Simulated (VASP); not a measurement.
Given:

```
V
1.0
   -1.48545     1.48545     1.48545
    1.48545    -1.48545     1.48545
    1.48545     1.48545    -1.48545
V
1
Direct
  0.00000   0.00000   0.00000
```

Calculation: optB86b-vdW, VASP's PBE PAW potentials (set 64) (plane waves; VASP). Settings: 520 eV cut-off, Gaussian smearing of 0.050 eV, potentials V_sv.

**Question.** Estimate the band gap (along the path) with the smallest direct gap where there is one.

**Answer.** 
The band gap (along the path) is none (metal, semimetal or under 0.01 eV).

Only differences to runs with the same potentials and settings are physical.

The compound is V in the bcc structure. It was relaxed first, which changed the volume by -6 %. The run is not spin-polarised, so no magnetic state was tried.
